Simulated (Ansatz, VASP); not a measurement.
# Cross-check of Te (Tellurium) between VASP and Ansatz

Aim: how closely do two programs agree when they are given the same cell, functional and k mesh? The cell is taken from a series of runs on this material, whose earlier steps may have relaxed, scaled, displaced or heated it; both programs get it as it stands.

Main program and level: Ansatz 0.2.0; plane waves, with VASP 6.6.1 beside it; zone-centre phonons at PBEsol.

## Step 1: Set-up

The structure is trigonal, space group P3_121 (No. 152). The conventional cell has a = 4.339 Å, b = 4.339 Å, c = 5.899 Å, α = 90.00°, β = 90.00°, γ = 120.00°. Te has 2 Te at 2.90 Å nearest.

## Step 2: VASP: zone-centre phonons, PBEsol

Second derivatives magnify differences that forces hide, and they need a tight electronic threshold.

Lines of VASP's logs that name or quote its potential files are left out, and so is its time.

Contents of INCAR:

```
SYSTEM = Te
PREC = Accurate
ENCUT = 500
EDIFF = 1E-08
NELM = 120
ISMEAR = 1
SIGMA = 0.2
LREAL = .FALSE.
ALGO = Normal
GGA = PS
NBANDS = 15
LORBIT = 11
LWAVE = .FALSE.
LCHARG = .FALSE.
ISIF = 2
IBRION = 8
LASPH = .TRUE.
GGA_COMPAT = .FALSE.
KPAR = 2
```

Contents of POSCAR:

```
Te
1.0
    4.3386415693      0.0000000000      0.0000000000
   -2.1693207846      3.7573738170      0.0000000000
    0.0000000000      0.0000000000      5.8993739858
Te
3
Direct
    0.2842993914      0.9999999824      0.3333333333
    0.9999999824      0.2842993914      0.6666666667
    0.7157005734      0.7157005734      1.0000000000
```

Contents of KPOINTS:

```
Automatic mesh
0
Gamma
12 12 8
0 0 0
```

The projector-augmented-wave data sets are Te (PBE family, release 64).

On the command line:

```bash
$ mpirun -np 2 vasp_std
```

Numbers of over 12 decimals in the logs are rounded to 6 here.

Output:

```text
[banner, memory and clock lines left out]
running    2 mpi-ranks, on    1 nodes
 distrk:  each k-point on    1 cores,    2 groups
 distr:  one band on    1 cores,    1 groups

 POSCAR found type information on POSCAR Te
 POSCAR found :  1 types and       3 ions
|                                                                             |
|               ----> ADVICE to this user running VASP <----                  |
|                                                                             |
|     You enforced a specific xc type in the INCAR file but a different       |
|     [... a line on the potential file left out ...]
|     I HOPE YOU KNOW WHAT YOU ARE DOING!                                     |
|                                                                             |

 LDA part: xc-table for (Slater+PW92), standard interpolation
 POSCAR, INCAR and KPOINTS ok, starting setup
 FFT: planning ... GRIDC
 FFT: planning ... GRID_SOFT
 FFT: planning ... GRID
 WAVECAR not read
 entering main loop
       N       E                     dE             d eps       ncg     rms          rms(c)
DAV:   1     0.708138072696E+02    0.70814E+02   -0.64347E+03  3930   0.935E+02
DAV:   2    -0.592612334713E+01   -0.76740E+02   -0.73156E+02  5260   0.139E+02
DAV:   3    -0.105228620752E+02   -0.45967E+01   -0.45735E+01  4714   0.386E+01
DAV:   4    -0.106009248548E+02   -0.78063E-01   -0.78045E-01  5507   0.591E+00
DAV:   5    -0.106021031646E+02   -0.11783E-02   -0.14822E-02  5102   0.729E-01    0.137E+01
DAV:   6    -0.105849460864E+02    0.17157E-01   -0.12110E-02  4868   0.667E-01    0.852E+00
DAV:   7    -0.105790758166E+02    0.58703E-02   -0.24962E-02  4595   0.945E-01    0.249E-01
DAV:   8    -0.105786869751E+02    0.38884E-03   -0.42502E-03  4455   0.374E-01    0.116E-01
DAV:   9    -0.105787009152E+02   -0.13940E-04   -0.11477E-04  5710   0.730E-02    0.811E-02
DAV:  10    -0.105787032830E+02   -0.23679E-05   -0.12134E-05  4918   0.227E-02    0.957E-03
DAV:  11    -0.105787013752E+02    0.19079E-05   -0.47053E-06  4868   0.132E-02    0.371E-03
DAV:  12    -0.105787014787E+02   -0.10350E-06   -0.43841E-07  5323   0.395E-03    0.178E-03
DAV:  13    -0.105787014713E+02    0.74042E-08   -0.54599E-08  4777   0.148E-03
   1 F= -.10578701E+02 E0= -.10580193E+02  d E =0.447525E-02
 Linear response reoptimize wavefunctions to high precision
DAV:   1    -0.105787014823E+02   -0.10976E-07   -0.54983E-09  5211   0.436E-04
DAV:   2    -0.105787014823E+02   -0.83901E-10   -0.87464E-10  2966   0.169E-04
 Linear response DOF=           3
 Linear response progress:
  Degree of freedom:   1/  3
       N       E                     dE             d eps       ncg     rms          rms(c)
RMM:   1    -0.461825797766E-01   -0.46183E-01    0.38127E-02 21817   0.105E+00
RMM:   2    -0.447443833295E-01    0.14382E-02   -0.23524E-03 15058   0.277E-01    0.978E-02
RMM:   3    -0.446810798457E-01    0.63303E-04   -0.83748E-05 15920   0.580E-02    0.677E-02
RMM:   4    -0.446209257017E-01    0.60154E-04   -0.21366E-05 16268   0.244E-02    0.146E-02
RMM:   5    -0.446243774422E-01   -0.34517E-05   -0.46191E-07 16586   0.547E-03    0.723E-03
RMM:   6    -0.446318286404E-01   -0.74512E-05    0.49750E-07 16316   0.246E-03    0.145E-03
RMM:   7    -0.446310827881E-01    0.74585E-06    0.14896E-06 16740   0.731E-04    0.473E-04
RMM:   8    -0.446301149599E-01    0.96783E-06    0.46912E-07 16590   0.265E-04    0.149E-04
RMM:   9    -0.446302265082E-01   -0.11155E-06   -0.68627E-08 17304   0.697E-05    0.827E-05
RMM:  10    -0.446301948766E-01    0.31632E-07   -0.25172E-08 16770   0.341E-05    0.190E-05
RMM:  11    -0.446301982858E-01   -0.34092E-08   -0.21627E-08 17762   0.181E-05    0.150E-05
 first order change of Fermi-energy  -0.13514E+01
 force on displaced ion       1 direction 1 :  -2.655   0.000   0.000
 Linear response progress:
  Degree of freedom:   2/  3
       N       E                     dE             d eps       ncg     rms          rms(c)
RMM:   1    -0.472328938879E-01   -0.47233E-01    0.32782E-02 39821   0.104E+00
RMM:   2    -0.459682013813E-01    0.12647E-02   -0.24053E-03 27387   0.276E-01    0.749E-02
RMM:   3    -0.458391604794E-01    0.12904E-03   -0.10465E-04 28862   0.608E-02    0.498E-02
RMM:   4    -0.457588195243E-01    0.80341E-04   -0.35100E-05 29399   0.276E-02    0.144E-02
RMM:   5    -0.457667157925E-01   -0.78963E-05   -0.95490E-07 30091   0.681E-03    0.732E-03
RMM:   6    -0.457793049226E-01   -0.12589E-04   -0.15174E-06 29872   0.240E-03    0.103E-03
RMM:   7    -0.457788813959E-01    0.42353E-06    0.96625E-07 30647   0.595E-04    0.679E-04
RMM:   8    -0.457786496929E-01    0.23170E-06    0.43663E-07 30200   0.220E-04    0.113E-04
RMM:   9    -0.457786252666E-01    0.24426E-07    0.60885E-08 31405   0.717E-05    0.369E-05
RMM:  10    -0.457786513337E-01   -0.26067E-07   -0.15331E-08 31165   0.316E-05    0.684E-06
RMM:  11    -0.457786460732E-01    0.52605E-08    0.87086E-11 33577   0.171E-05    0.312E-06
 first order change of Fermi-energy   0.62153E-04
 force on displaced ion       1 direction 2 :   0.003  -2.364  -0.423
 Linear response progress:
  Degree of freedom:   3/  3
       N       E                     dE             d eps       ncg     rms          rms(c)
RMM:   1    -0.572863845499E-01   -0.57286E-01    0.45786E-02 41979   0.107E+00
RMM:   2    -0.545415977290E-01    0.27448E-02   -0.29731E-03 27486   0.301E-01    0.243E-01
RMM:   3    -0.542961848014E-01    0.24541E-03   -0.47036E-04 28693   0.924E-02    0.169E-01
RMM:   4    -0.542602903779E-01    0.35894E-04   -0.15247E-05 29320   0.234E-02    0.829E-02
RMM:   5    -0.542526593925E-01    0.76310E-05   -0.66054E-06 29773   0.136E-02    0.406E-03
RMM:   6    -0.542550915770E-01   -0.24322E-05   -0.17735E-06 30347   0.314E-03    0.263E-03
RMM:   7    -0.542574145755E-01   -0.23230E-05   -0.51740E-07 29707   0.122E-03    0.573E-04
RMM:   8    -0.542574172154E-01   -0.26399E-08   -0.37232E-07 31126   0.345E-04    0.315E-04
RMM:   9    -0.542576061510E-01   -0.18894E-06   -0.22427E-07 29766   0.147E-04    0.541E-05
RMM:  10    -0.542576870878E-01   -0.80937E-07   -0.21512E-07 33065   0.481E-05    0.197E-05
RMM:  11    -0.542577077613E-01   -0.20673E-07    0.70768E-08 31784   0.203E-05    0.668E-06
RMM:  12    -0.542577048379E-01    0.29233E-08    0.58177E-08 35968   0.135E-05    0.309E-06
 first order change of Fermi-energy   0.28986E-05
 force on displaced ion       1 direction 3 :  -0.002  -0.423  -4.943
 Linear response finished
```

Parts of OUTCAR (step 2):

```text
ion  position               nearest neighbor table
   1  0.284  1.000  0.333-   3 2.90   2 2.90   3 3.35   3 3.35   2 3.35   2 3.35
   2  1.000  0.284  0.667-   3 2.90   1 2.90   3 3.35   3 3.35   1 3.35   1 3.35
   3  0.716  0.716  0.000-   1 2.90   2 2.90   1 3.35   2 3.35   2 3.35   1 3.35

  LATTYP: Found a hexagonal cell.
 ALAT       =     4.3386415693
 C/A-ratio  =     1.3597283600

 Subroutine GETGRP returns: Found  6 space group operations
 (whereof  2 operations were pure point group operations)

The static configuration has the point symmetry C_2 .
 The point group associated with its full space group is D_3 .

 Found    131 irreducible k-points:

   k-points           NKPTS =    131   k-points in BZ     NKDIM =    131   number of bands    NBANDS=     15

   dimension x,y,z NGX =    32 NGY =   32 NGZ =   48
   dimension x,y,z NGXF=    64 NGYF=   64 NGZF=   96

   ENCUT  =  500.0 eV  36.75 Ry    6.06 a.u.   7.91  7.91 10.76*2*pi/ulx,y,z

   NELECT =      18.0000    total number of electrons

 k-points in reciprocal lattice and weights: Automatic mesh
   0.00000000  0.00000000  0.00000000       0.001
   0.08333333  0.00000000  0.00000000       0.005
   0.16666667  0.00000000  0.00000000       0.005
   0.25000000  0.00000000  0.00000000       0.005
   0.33333333  0.00000000  0.00000000       0.005
   0.41666667  0.00000000  0.00000000       0.005
   0.50000000  0.00000000  0.00000000       0.003
   0.08333333  0.08333333  0.00000000       0.005
   0.16666667  0.08333333  0.00000000       0.010
[...]
0.33333333  0.25000000  0.50000000       0.010
   0.33333333  0.33333333  0.50000000       0.002

 average (electrostatic) potential at core
       1 -88.2582       2 -88.2582       3 -88.2582

  Total        0.0262472      0.0262472      0.3499064      0.0000000      0.0000000     -0.0000000
  in kB        0.4372694      0.4372694      5.8293257      0.0000000      0.0000000     -0.0000000
  external PRESSURE =       2.2346215 kB  Pullay stress =       0.0000000 kB

  energy-cutoff  :      500.00
  volume of cell :       96.17
      direct lattice vectors                 reciprocal lattice vectors
     4.338641569  0.000000000  0.000000000     0.230486890  0.133071668  0.000000000
    -2.169320785  3.757373817  0.000000000     0.000000000  0.266143335  0.000000000
     0.000000000  0.000000000  5.899373986     0.000000000  0.000000000  0.169509511

 POSITION                                       TOTAL-FORCE (eV/Angst)
 -----------------------------------------------------------------------------------
     -0.93585      3.75737      1.96646         0.016082      0.000000     -0.000000
      3.72190      1.06822      3.93292        -0.008041      0.013928      0.000000
      1.55258      2.68915      0.00000        -0.008041     -0.013928     -0.000000
 -----------------------------------------------------------------------------------
    total drift:                                0.000037      0.000063      0.000000

 Eigenvectors and eigenvalues of the dynamical matrix
 ----------------------------------------------------

   1 f  =    3.814985 THz    23.970255 2PiTHz  127.254188 cm-1    15.777501 meV
             X         Y         Z           dx          dy          dz
     -0.935848  3.757374  1.966458    -0.100965   -0.058057   -0.397782
      3.721905  1.068219  3.932916     0.000490    0.116467   -0.401901
      1.552584  2.689155  0.000000     0.100905   -0.058657    0.799683

   2 f  =    3.814985 THz    23.970255 2PiTHz  127.254188 cm-1    15.777501 meV
             X         Y         Z           dx          dy          dz
     -0.935848  3.757374  1.966458    -0.057892    0.101252    0.693735
      3.721905  1.068219  3.932916     0.116632   -0.000203   -0.691357
      1.552584  2.689155  0.000000    -0.058493   -0.100618   -0.002378

   3 f  =    3.001954 THz    18.861833 2PiTHz  100.134407 cm-1    12.415079 meV
             X         Y         Z           dx          dy          dz
     -0.935848  3.757374  1.966458    -0.577350   -0.000000    0.000000
      3.721905  1.068219  3.932916     0.288675   -0.500000   -0.000000
      1.552584  2.689155  0.000000     0.288675    0.500000    0.000000

   4 f  =    2.709943 THz    17.027073 2PiTHz   90.393960 cm-1    11.207418 meV
             X         Y         Z           dx          dy          dz
     -0.935848  3.757374  1.966458    -0.000000   -0.577350    0.000042
      3.721905  1.068219  3.932916     0.500000    0.288675    0.000042
      1.552584  2.689155  0.000000    -0.500000    0.288675    0.000042

   5 f  =    2.426384 THz    15.245417 2PiTHz   80.935443 cm-1    10.034712 meV
             X         Y         Z           dx          dy          dz
     -0.935848  3.757374  1.966458     0.156893   -0.543039    0.158361
      3.721905  1.068219  3.932916    -0.548838    0.136072   -0.118768
      1.552584  2.689155  0.000000     0.392155    0.407697   -0.039593

   6 f  =    2.426384 THz    15.245417 2PiTHz   80.935443 cm-1    10.034712 meV
             X         Y         Z           dx          dy          dz
     -0.935848  3.757374  1.966458     0.543526    0.156753   -0.045712
      3.721905  1.068219  3.932916    -0.135586   -0.548978   -0.114289
      1.552584  2.689155  0.000000    -0.407211    0.392015    0.160001

   7 f/i=    0.000198 THz     0.001242 2PiTHz    0.006593 cm-1     0.000817 meV
             X         Y         Z           dx          dy          dz
     -0.935848  3.757374  1.966458    -0.000000    0.000042    0.577350
      3.721905  1.068219  3.932916    -0.000036   -0.000021    0.577350
      1.552584  2.689155  0.000000     0.000036   -0.000021    0.577350

   8 f/i=    0.001525 THz     0.009582 2PiTHz    0.050867 cm-1     0.006307 meV
             X         Y         Z           dx          dy          dz
     -0.935848  3.757374  1.966458     0.403404   -0.413043    0.000216
      3.721905  1.068219  3.932916     0.403496   -0.412683    0.000075
      1.552584  2.689155  0.000000     0.403761   -0.412943   -0.000290

   9 f/i=    0.001525 THz     0.009582 2PiTHz    0.050867 cm-1     0.006307 meV
             X         Y         Z           dx          dy          dz
     -0.935848  3.757374  1.966458    -0.412736   -0.403703    0.000211
      3.721905  1.068219  3.932916    -0.413096   -0.403611   -0.000292
      1.552584  2.689155  0.000000    -0.412836   -0.403346    0.000081

 ELASTIC MODULI CONTR FROM IONIC RELAXATION (kBar)
 Direction    XX          YY          ZZ          XY          YZ          ZX
 --------------------------------------------------------------------------------
 XX        -203.5552    -88.9384   -173.0621     -0.0000    -90.9073     -0.0000
 YY         -88.9384   -203.5552   -173.0621     -0.0000     90.9073      0.0000
 ZZ        -173.0621   -173.0621   -204.7940     -0.0000     -0.0000     -0.0000
 XY          -0.0000     -0.0000     -0.0000    -57.5482      0.0000    -89.1755
 YZ         -90.9073     90.9073     -0.0000      0.0000   -157.1928     -0.0000
 ZX          -0.0000      0.0000      0.0000    -89.1755     -0.0000   -152.3112
 --------------------------------------------------------------------------------
```

(Part 1 of 2 ends here.)

[Lines on the potential files, build, host, timing and source positions are cut from VASP's logs without a mark.]

[Logs are printed without paths, hosts, clocks, repeated set-up lines and the standing remarks that a program may print on its own settings, such as how far it seeks lower states.]

[Hosts, paths, dates, database ids (printed as entryN), source tags and the programs' standing remarks are cut or masked in the printed files.]
